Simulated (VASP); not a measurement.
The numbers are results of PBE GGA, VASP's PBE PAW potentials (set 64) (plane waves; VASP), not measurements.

Input for VASP

**INCAR**
```
SYSTEM  =  NiAl
PREC  =  Accurate; ENCUT  =  480; LREAL  =  .False.
LASPH  =  .True.
EDIFF  =  1E-7; NELM  =  100; ALGO  =  Normal
LMAXMIX  =  4
ISMEAR  =  1; SIGMA  =  0.1
GGA  =  PE
IBRION  =  2; NSW  =  40; ISIF  =  3
EDIFFG  =  -0.01; PSTRESS  =  150
LWAVE  =  .False.; LCHARG  =  .False.
```

### KPOINTS
```
Automatic mesh
0
Gamma
12 12 12
0 0 0
```

POSCAR:
```
NiAl
1.0
  2.8175141749   0.0000000000   0.0000000000
  0.0000000000   2.8175141749   0.0000000000
  0.0000000000   0.0000000000   2.8175141749
Al Ni
1 1
Cart
  1.4087570874   1.4087570874   1.4087570874
  0.0000000000   0.0000000000   0.0000000000
```

POTCAR, in this order: Al Ni (PBE.64 set). Program: vasp_std.

Output

File OUTCAR:
```
 ion  position               nearest neighbor table
   1  0.500  0.500  0.500-   2 2.44   2 2.44   2 2.44   2 2.44   2 2.44   2 2.44   2 2.44   2 2.44
  LATTYP: Found a simple cubic cell.
 ALAT       =     2.8175141749
 Subroutine PRICEL returns:
 Original cell was already a primitive cell.
 Subroutine GETGRP returns: Found 48 space group operations
The static configuration has the point symmetry O_h .
The dynamic configuration has the point symmetry O_h .
 Subroutine INISYM returns: Found 48 space group operations
 Subroutine IBZKPT returns following result:
 Found     84 irreducible k-points:

 Following reciprocal coordinates:
            Coordinates               Weight
  0.000000  0.000000  0.000000      1.000000
  0.083333  0.000000  0.000000      6.000000
  0.166667  0.000000  0.000000      6.000000
  0.250000  0.000000  0.000000      6.000000
  0.333333  0.000000  0.000000      6.000000
  0.416667  0.000000  0.000000      6.000000
  0.500000  0.000000  0.000000      3.000000
  0.083333  0.083333  0.000000     12.000000
  0.166667  0.083333  0.000000     24.000000
  0.250000  0.083333  0.000000     24.000000
...
```

OSZICAR:
```
       N       E                     dE             d eps       ncg     rms          rms(c)
DAV:   1     0.369299572381E+02    0.36930E+02   -0.54293E+03  1736   0.130E+03
DAV:   2    -0.108342762490E+02   -0.47764E+02   -0.45111E+02  1684   0.200E+02
DAV:   3    -0.119411642512E+02   -0.11069E+01   -0.10975E+01  2016   0.400E+01
DAV:   4    -0.119587150721E+02   -0.17551E-01   -0.17538E-01  1968   0.448E+00
DAV:   5    -0.119592527231E+02   -0.53765E-03   -0.53763E-03  1928   0.809E-01    0.124E+01
DAV:   6    -0.134550937281E+02   -0.14958E+01   -0.54682E+01  1850   0.130E+02    0.147E+01
DAV:   7    -0.104745020876E+02    0.29806E+01   -0.15824E+01  1844   0.778E+01    0.106E+00
DAV:   8    -0.104702036059E+02    0.42985E-02   -0.31389E-01  2014   0.699E+00    0.106E+00
DAV:   9    -0.104556083134E+02    0.14595E-01   -0.54078E-02  1964   0.390E+00    0.174E-01
DAV:  10    -0.104553503402E+02    0.25797E-03   -0.99753E-04  1902   0.475E-01    0.927E-02
DAV:  11    -0.104553411715E+02    0.91687E-05   -0.49807E-05  2450   0.100E-01    0.263E-02
DAV:  12    -0.104553394428E+02    0.17287E-05   -0.55121E-06  1896   0.399E-02    0.435E-03
DAV:  13    -0.104553393019E+02    0.14090E-06   -0.16872E-07  1186   0.451E-03    0.203E-03
DAV:  14    -0.104553392921E+02    0.98814E-08   -0.48865E-08   910   0.293E-03
   1 F= -.83613281E+01 E0= -.83614255E+01  d E =-.836133E+01
```

OUTCAR:
```
------------------------ aborting loop because EDIFF is reached ----------------------------------------
  FORCE on cell =-STRESS in cart. coord.  units (eV):
  Direction    XX          YY          ZZ          XY          YZ          ZX
  --------------------------------------------------------------------------------------
  Total        2.0966784      2.0966784      2.0966784      0.0000000     -0.0000000      0.0000000
  in kB      150.1910597    150.1910597    150.1910597      0.0000000     -0.0000000      0.0000000
  external PRESSURE =       0.1910597 kB  Pullay stress =     150.0000000 kB
  volume of cell :       22.37
      direct lattice vectors                 reciprocal lattice vectors
     2.817514175  0.000000000  0.000000000     0.354922793  0.000000000  0.000000000
     0.000000000  2.817514175  0.000000000     0.000000000  0.354922793  0.000000000
     0.000000000  0.000000000  2.817514175     0.000000000  0.000000000  0.354922793
 POSITION                                       TOTAL-FORCE (eV/Angst)
 -----------------------------------------------------------------------------------
      1.40876      1.40876      1.40876         0.000000      0.000000      0.000000
      0.00000      0.00000      0.00000         0.000000      0.000000      0.000000
 -----------------------------------------------------------------------------------
    total drift:                                0.000000      0.000000      0.000000
  FREE ENERGIE OF THE ION-ELECTRON SYSTEM (eV)
  ---------------------------------------------------
  free  energy   TOTEN  =       -10.4553392921 eV

  energy  without entropy=      -10.4556315045  energy(sigma->0) =      -10.45543670
  enthalpy is  TOTEN    =        -8.3613280659 eV   P V=        2.0940112261

 reached required accuracy - stopping structural energy minimisation
```
(Selected blocks of OUTCAR.)

The compound is NiAl in the CsCl type structure. It was relaxed first under an external pressure of 15 GPa. The run is not spin-polarised, so no magnetic state was tried. The electron count is odd and the run is not spin-polarised, which forces a metal.
